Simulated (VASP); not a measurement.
The input files of a VASP run:

**POSCAR**
```
ZnF2
1
    4.8918818575     0.0000000000     0.0000000000
    0.0000000000     4.8918818575     0.0000000000
    0.0000000000     0.0000000000     3.2235330199
Zn F
2 4
Direct
  0.0000000000   0.0000000000   0.0000000000
  0.5000000000   0.5000000000   0.5000000000
  0.3050597937   0.3050597937   0.0000000000
  0.8050597937   0.1949402063   0.5000000000
  0.1949402063   0.8050597937   0.5000000000
  0.6949402063   0.6949402063   0.0000000000
```

**INCAR**
```
# general
SYSTEM  = ZnF2
PREC    = Accurate
ENCUT   = 520   # plane-wave cut-off (eV)
LREAL   = F   # projection in real space or not
LASPH   = T   # aspherical one-centre terms

# electronic loop
EDIFF   = 1E-7
NELM    = 100
ALGO    = Normal   # blocked Davidson
LMAXMIX = 4

# smearing
ISMEAR  = -5

# functional
GGA     = RP   # RPBE

# ions
ISIF    = 2

# output
LWAVE   = F
LCHARG  = T
LORBIT  = 11
NEDOS   = 601   # DOS grid

# other
LEFG    = T
```

File KPOINTS:
```
Automatic mesh
0
Gamma
5 5 8
0 0 0
```

POTCAR, in this order: Zn F (PBE.64 set). Program: vasp_std.

Problem. Write an equivalent input for Quantum ESPRESSO's pw.x.

Solution. One equivalent input (not run):
```
&CONTROL
  calculation = 'scf'
  pseudo_dir = './pseudo'
  outdir = './out'
  tprnfor = .true.
  tstress = .true.
/
&SYSTEM
  ibrav = 0
  nat = 6
  ntyp = 2
  ecutwfc = 84
  occupations = 'tetrahedra'
  input_dft = 'rpbe'
/
&ELECTRONS
  conv_thr = 7.3e-09
  electron_maxstep = 100
/
ATOMIC_SPECIES
  Zn 65.380 Zn.upf
  F 18.998 F.upf
CELL_PARAMETERS angstrom
     4.8918819    0.0000000    0.0000000
     0.0000000    4.8918819    0.0000000
     0.0000000    0.0000000    3.2235330
ATOMIC_POSITIONS crystal
  Zn   0.0000000  0.0000000  0.0000000
  Zn   0.5000000  0.5000000  0.5000000
  F    0.3050598  0.3050598  0.0000000
  F    0.8050598  0.1949402  0.5000000
  F    0.1949402  0.8050598  0.5000000
  F    0.6949402  0.6949402  0.0000000
K_POINTS automatic
  5 5 8 0 0 0
```
What does not carry over: the potentials are each code's own (VASP's PAW set, PseudoDojo norm-conserving files in pw.x), so ENCUT and ecutwfc are chosen apart and not converted; conv_thr bounds pw.x's estimated SCF error, while EDIFF bounds the energy change between steps; the field gradients of LEFG aren't asked of the other code.

The compound is ZnF2 in the rutile structure. It was relaxed first, which changed the volume by +12 %.
